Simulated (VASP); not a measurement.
# CrNO4 (P2/c) in VASP: single point with r2SCAN

Aim: the single point of CrNO4 with r2SCAN.

Everything below comes from runs of VASP 6.6.1. Logs are shortened: lines on timing, memory, paths and dates and some standing lists are left out, and cuts for length are marked.

**1. Starting point**

Symmetry: P2/c, No. 13, monoclinic system. The conventional cell has a = 4.644 Å, b = 5.550 Å, c = 4.789 Å, α = 90.00°, β = 90.88°, γ = 90.00°. O (site symmetry 1) is surrounded by 1 N at 1.73 Å. Around O (site symmetry 1) lie 2 N at 1.83 to 2.05 Å and 1 Cr at 2.05 Å. Cr (site symmetry 2) has 6 O at 2.05 to 2.15 Å as nearest neighbours. N (site symmetry 2) has 4 O at 1.73 to 1.83 Å as nearest neighbours.

The cell was built by a generator and needn't be a form met in nature.

**2. Single point, r2SCAN**

Input file POSCAR:

```
CrNO4
1.0
    4.6443194800      0.0000000000      0.0000000000
    0.0000000000      5.5500572600      0.0000000000
    0.0735479800      0.0000000000      4.7882838000
O Cr N
8 2 2
Direct
    0.2528000000      0.3776000000      0.1080000000
    0.7472000000      0.3776000000      0.3920000000
    0.7472000000      0.6224000000      0.8920000000
    0.2528000000      0.6224000000      0.6080000000
    0.2100000000      0.0987000000      0.5568000000
    0.7900000000      0.0987000000      0.9432000000
    0.7900000000      0.9013000000      0.4432000000
    0.2100000000      0.9013000000      0.0568000000
    0.5000000000      0.6804000000      0.2500000000
    0.5000000000      0.3196000000      0.7500000000
    0.0000000000      0.1815000000      0.2500000000
    0.0000000000      0.8185000000      0.7500000000
```

Input file INCAR.step1:

```
SYSTEM = CrNO4
  PREC = Accurate
  ENCUT = 520
  ISMEAR = 1
  SIGMA = 0.0158
  LREAL = .FALSE.
  LASPH = .TRUE.
  NELM = 100
  NBANDS = 53
  GGA = PE
  ALGO = Normal
  EDIFF = 1E-4
  LWAVE = .TRUE.
  LCHARG = .FALSE.
```

Input file INCAR.step2:

```
SYSTEM = CrNO4
  PREC = Accurate
  ENCUT = 520
  EDIFF = 1E-6
  ISMEAR = 1
  SIGMA = 0.0158
  LREAL = .FALSE.
  LASPH = .TRUE.
  NELM = 100
  ALGO = Normal
  ISIF = 2
  LWAVE = .FALSE.
  LCHARG = .FALSE.
  METAGGA = R2SCAN
  LMIXTAU = .TRUE.
  NBANDS = 53
  ISTART = 1
```

Input file KPOINTS:

```
regular mesh
0
G
  5 5 5
  0 0 0
```

Potentials or basis: VASP PAW PBE potentials, release 64 (O, Cr_pv, N).

The run is started by

```sh
> cat potpaw_PBE.64/O/POTCAR potpaw_PBE.64/Cr_pv/POTCAR potpaw_PBE.64/N/POTCAR > POTCAR
> cp INCAR.step1 INCAR
> mpirun -np 1 vasp_std > vasp.out
> cp INCAR.step2 INCAR
> mpirun -np 1 vasp_std > vasp.out
```

OUTCAR:

```text
SYSTEM = CrNO4
   PREC = Accurate
   ENCUT = 520
   EDIFF = 1E-6
   ISMEAR = 1
   LREAL = .FALSE.
   LASPH = .TRUE.
   NELM = 100
   ISIF = 2
   METAGGA = R2SCAN
   ISTART = 1

 ion  position               nearest neighbor table
   1  0.253  0.378  0.108-  11 1.73  10 2.07   9 2.15
   2  0.747  0.378  0.392-  11 1.73  10 2.07   9 2.15
   3  0.747  0.622  0.892-  12 1.73   9 2.07  10 2.15
   4  0.253  0.622  0.608-  12 1.73   9 2.07  10 2.15
   5  0.210  0.099  0.557-  11 1.83  10 2.05
   6  0.790  0.099  0.943-  11 1.83  10 2.05
   7  0.790  0.901  0.443-  12 1.83   9 2.05
   8  0.210  0.901  0.057-  12 1.83   9 2.05
   9  0.500  0.680  0.250-   7 2.05   8 2.05   3 2.07   4 2.07   1 2.15   2 2.15  10 3.12  10 3.12

  10  0.500  0.320  0.750-   5 2.05   6 2.05   1 2.07   2 2.07   3 2.15   4 2.15   9 3.12   9 3.12

  11  0.000  0.181  0.250-   1 1.73   2 1.73   5 1.83   6 1.83
  12  0.000  0.819  0.750-   3 1.73   4 1.73   7 1.83   8 1.83

  LATTYP: Found a simple monoclinic cell.
 ALAT       =     4.6443194800
 B/A-ratio  =     1.1950205587
 C/A-ratio  =     1.0311195505
 COS(beta)  =    -0.0153581760

  Lattice vectors:

 A1 = (   4.6443194800,   0.0000000000,   0.0000000000)
 A2 = (   0.0000000000,  -5.5500572600,   0.0000000000)
 A3 = (  -0.0735479800,   0.0000000000,  -4.7882838000)

Analysis of symmetry for initial positions (statically):
=====================================================================
 Subroutine PRICEL returns:
 Original cell was already a primitive cell.

 Routine SETGRP: Setting up the symmetry group for a
 simple monoclinic supercell.

 Subroutine GETGRP returns: Found  4 space group operations
 (whereof  2 operations were pure point group operations)
 out of a pool of  4 trial point group operations.

The static configuration has the point symmetry S_2 .
 The point group associated with its full space group is C_2h.

Analysis of symmetry for dynamics (positions and initial velocities):
=====================================================================
 Subroutine PRICEL returns:
 Original cell was already a primitive cell.

 Routine SETGRP: Setting up the symmetry group for a
 simple monoclinic supercell.

 Subroutine GETGRP returns: Found  4 space group operations
 (whereof  2 operations were pure point group operations)
 out of a pool of  4 trial point group operations.

The dynamic configuration has the point symmetry S_2 .
 The point group associated with its full space group is C_2h.

 Subroutine INISYM returns: Found  4 space group operations
 (whereof  2 operations are pure point group operations),
 and found     1 'primitive' translations

----------------------------------------------------------------------------------------

                                     Primitive cell

  volume of cell :     123.4239

  direct lattice vectors                    reciprocal lattice vectors
     4.644319480  0.000000000  0.000000000     0.215316798  0.000000000 -0.003307263
     0.000000000  5.550057260  0.000000000     0.000000000  0.180178321  0.000000000
     0.073547980  0.000000000  4.788283800     0.000000000  0.000000000  0.208843093

  length of vectors
     4.644319480  5.550057260  4.788848615     0.215342196  0.180178321  0.208843093

  position of ions in fractional coordinates (direct lattice)
     0.252800000  0.377600000  0.108000000
     0.747200000  0.377600000  0.392000000
     0.747200000  0.622400000  0.892000000
     0.252800000  0.622400000  0.608000000
     0.210000000  0.098700000  0.556800000
     0.790000000  0.098700000  0.943200000
     0.790000000  0.901300000  0.443200000
     0.210000000  0.901300000  0.056800000
     0.500000000  0.680400000  0.250000000
     0.500000000  0.319600000  0.750000000
     0.000000000  0.181500000  0.250000000
     0.000000000  0.818500000  0.750000000

  ion indices of the primitive-cell ions
   primitive index   ion index
                 1           1
                 2           2
                 3           3
                 4           4
                 5           5
                 6           6
                 7           7
                 8           8
                 9           9
                10          10
                11          11
                12          12

----------------------------------------------------------------------------------------

 KPOINTS: regular mesh

Automatic generation of k-mesh.
 Grid dimensions read from file:
 generate k-points for:    5    5    5

 Generating k-lattice:

  Cartesian coordinates                     Fractional coordinates (reciprocal lattice)
     0.043063360  0.000000000 -0.000661453     0.200000000  0.000000000  0.000000000
     0.000000000  0.036035664  0.000000000     0.000000000  0.200000000  0.000000000
     0.000000000  0.000000000  0.041768619     0.000000000  0.000000000  0.200000000

  Length of vectors
     0.043068439  0.036035664  0.041768619

  Shift w.r.t. Gamma in fractional coordinates (k-lattice)
     0.000000000  0.000000000  0.000000000

 Subroutine IBZKPT returns following result:
 ===========================================

 Found     39 irreducible k-points:

 Following reciprocal coordinates:
            Coordinates               Weight
  0.000000  0.000000  0.000000      1.000000
  0.200000  0.000000  0.000000      2.000000
  0.400000  0.000000  0.000000      2.000000
  0.000000  0.200000  0.000000      2.000000
  0.200000  0.200000  0.000000      4.000000
  0.400000  0.200000  0.000000      4.000000
[... 16 lines left out ...]
 -0.400000  0.400000  0.200000      4.000000
 -0.200000  0.400000  0.200000      4.000000
 [... further k-points ...]
   k-points           NKPTS =     39   k-points in BZ     NKDIM =     39   number of bands    NBANDS=     53
   number of dos      NEDOS =    301   number of ions     NIONS =     12
   total plane-waves  NPLWV =  54432
   dimension x,y,z NGX =    36 NGY =   42 NGZ =   36
   dimension x,y,z NGXF=    72 NGYF=   84 NGZF=   72
   ions per type =               8   2   2
   NGX,Y,Z   is equivalent  to a cutoff of  12.89, 12.58, 12.50 a.u.
   NGXF,Y,Z  is equivalent  to a cutoff of  25.77, 25.16, 24.99 a.u.
 SYSTEM =  CrNO4
   PREC   = accura    normal or accurate (medium, high low for compatibility)
   ISTART =      1    job   : 0-new  1-cont  2-samecut
   ICHARG =      0    charge: 1-file 2-atom 10-const
   ISPIN  =      1    spin polarized calculation?
   LNONCOLLINEAR =      F non collinear calculations
   LSORBIT =      F    spin-orbit coupling
   LASPH  =      T    aspherical Exc in radial PAW
   ENCUT  =  520.0 eV  38.22 Ry    6.18 a.u.   8.64 10.32  8.90*2*pi/ulx,y,z
   NELM   =    100;   NELMIN=  2; NELMDL=  0     # of ELM steps
   EDIFF  = 0.1E-05   stopping-criterion for ELM
   LREAL  =      F    real-space projection
   EDIFFG = 0.1E-04   stopping-criterion for IOM
   NSW    =      0    number of steps for IOM
   IBRION =     -1    ionic relax: 0-MD 1-quasi-New 2-CG
   NFREE  =      0    steps in history (QN), initial steepest desc. (CG)
   ISIF   =      2    stress and relaxation
   ISYM   =      2    0-nonsym 1-usesym 2-fastsym
   POTIM  = 0.5000    time-step for ionic-motion
   TEBEG  =    0.0;   TEEND  =   0.0 temperature during run
   PSTRESS=    0.0 pullay stress
   NELECT =      82.0000    total number of electrons
   NUPDOWN=      -1.0000    fix difference up-down
   EMIN   =  10.00;   EMAX   =-10.00  energy-range for DOS
   EFERMI =   0.00;   METHOD = LEGACY
   ISMEAR =     1;   SIGMA  =   0.02  broadening in eV -4-tet -1-fermi 0-gaus
   EFERMI_NEDOS =   21; number of points for ismear=-14 and -15
   IALGO  =     38    algorithm
   IMIX   =      4    mixing-type and parameters
     AMIX     =   0.40;   BMIX     =  1.00
     AMIX_MAG =   1.60;   BMIX_MAG =  1.00
  volume/ion in A,a.u.               =      10.29        69.41
  Fermi-wavevector in a.u.,A,eV,Ry     =   1.428498  2.699470 27.764138  2.040607
  Thomas-Fermi vector in A             =   2.548553
   LORBIT       =      0    0 simple, 1 ext, 2 COOP (PROOUT), +10 PAW based schemes
   METAGGA = R2SCAN    functional components
   LHFCALC =     F    Hartree Fock is set to
   AEXX    =    0.0000 exact exchange contribution
   IVDW    =     0    specifies the selected vdW correction
   LEPSILON=     F    determine dielectric tensor
   LRPA    =     F    only Hartree local field effects (RPA)
 non-spin polarized calculation
 Methfessel and Paxton  Order N= 1 SIGMA  =   0.02
  energy-cutoff  :      520.00
  volume of cell :      123.42
 maximum number of plane-waves:      3341
   NGX = 17   NGY = 21   NGZ = 17

 number of electron      82.0000011 magnetization

 Free energy of the ion-electron system (eV)
  ---------------------------------------------------
  ext. energy  EPLUGINS =         0.00000000
  ---------------------------------------------------
  free energy    TOTEN  =       -89.92081596 eV

  energy without entropy =      -89.92066009  energy(sigma->0) =      -89.92076400

 E-fermi :   2.4074     XC(G=0): -11.7300

 val. band max:        2.4057315258   @ k =   0.0000   0.2000   0.2000
 cond. band min:       2.4093626234   @ k =  -0.2000   0.4000   0.2000
 fundamental gap:      0.0036310976
 Fermi energy:         2.4073882558

 k-point     1 :       0.0000    0.0000    0.0000
  band No.  band energies     occupation
      1     -43.5609      2.00000
      2     -43.5571      2.00000
      3     -43.4106      2.00000
      4     -43.3882      2.00000
      5     -43.3561      2.00000
      6     -43.3261      2.00000
[... 45 lines left out ...]
     52       4.3241      0.00000
     53       5.5060      0.00000
[... 1286 lines left out ...]
     52       4.8742      0.00000
     53       5.5838      0.00000

 [... further k-points ...]

------------------------ aborting loop because EDIFF is reached ----------------------------------------

  FORCE on cell =-STRESS in cart. coord.  units (eV):
  Direction    XX          YY          ZZ          XY          YZ          ZX
  --------------------------------------------------------------------------------------
  -------------------------------------------------------------------------------------
  Total      -32.8573243    -22.8726424    -23.9440027      0.0000000      0.0000000     -0.3591146
  in kB     -426.5238722   -296.9118207   -310.8192456      0.0000000      0.0000000     -4.6616983
  external PRESSURE =    -344.7516461 kB  Pullay stress =       0.0000000 kB

 VOLUME and BASIS-vectors are now :
 -----------------------------------------------------------------------------
  energy-cutoff  :      520.00
  volume of cell :      123.42
      direct lattice vectors                 reciprocal lattice vectors
     4.644319480  0.000000000  0.000000000     0.215316798  0.000000000 -0.003307263
     0.000000000  5.550057260  0.000000000     0.000000000  0.180178321  0.000000000
     0.073547980  0.000000000  4.788283800     0.000000000  0.000000000  0.208843093

 POSITION                                       TOTAL-FORCE (eV/Angst)
 -----------------------------------------------------------------------------------
      1.18203      2.09570      0.51713         0.879478      0.032152     -1.367587
      3.49907      2.09570      1.87701        -0.879478      0.032152      1.367587
      3.53584      3.45436      4.27115        -0.879478     -0.032152      1.367587
      1.21880      3.45436      2.91128         0.879478     -0.032152     -1.367587
      1.01626      0.54779      2.66612         2.866095      2.803963      1.504731
      3.73838      0.54779      4.51631        -2.866095      2.803963     -1.504731
      3.70161      5.00227      2.12217        -2.866095     -2.803963     -1.504731
      0.97948      5.00227      0.27197         2.866095     -2.803963      1.504731
      2.34055      3.77626      1.19707        -0.000000      1.383283     -0.000000
      2.37732      1.77380      3.59121         0.000000     -1.383283     -0.000000
      0.01839      1.00734      1.19707        -0.000000      1.863786     -0.000000
      0.05516      4.54272      3.59121        -0.000000     -1.863786     -0.000000
 -----------------------------------------------------------------------------------
    total drift:                                0.000000     -0.000000     -0.000000

  FREE ENERGIE OF THE ION-ELECTRON SYSTEM (eV)
  ---------------------------------------------------
  free  energy   TOTEN  =       -89.9208159605 eV

  energy  without entropy=      -89.9206600932  energy(sigma->0) =      -89.92076400
```

Wall time 15 min (1 thread of Intel Xeon 6975P-C (Granite Rapids), shared host); peak memory 0.37 GiB.

Results:

* Free energy: -89.9208 eV
* Pressure: -34.5 GPa
* Largest force: 4.283 eV/Å
* Band gap on the k mesh: none (metal or under the smearing width)

Forces on the atoms (eV/Å):
```
O    0.879  0.032 -1.368
O   -0.879  0.032  1.368
O   -0.879 -0.032  1.368
O    0.879 -0.032 -1.368
O    2.866  2.804  1.505
O   -2.866  2.804 -1.505
O   -2.866 -2.804 -1.505
O    2.866 -2.804  1.505
Cr   0.000  1.383  0.000
Cr   0.000 -1.383  0.000
N    0.000  1.864  0.000
N    0.000 -1.864  0.000
```

Stress tensor (GPa, compression positive):
```
-42.65   0.00  -0.47
  0.00 -29.69   0.00
 -0.47   0.00 -31.08
```

Caveat: a pressure of tens of GPa on the cell as given is suspect, and the run, the potentials or the cell itself is likely at fault; the PAW data sets were made with another functional, which shifts forces and pressure a little; the run has no spin polarisation, though such a crystal can be magnetic; semilocal functionals often make such compounds metallic where correlation or magnetic order opens a gap, which also shifts bond lengths.
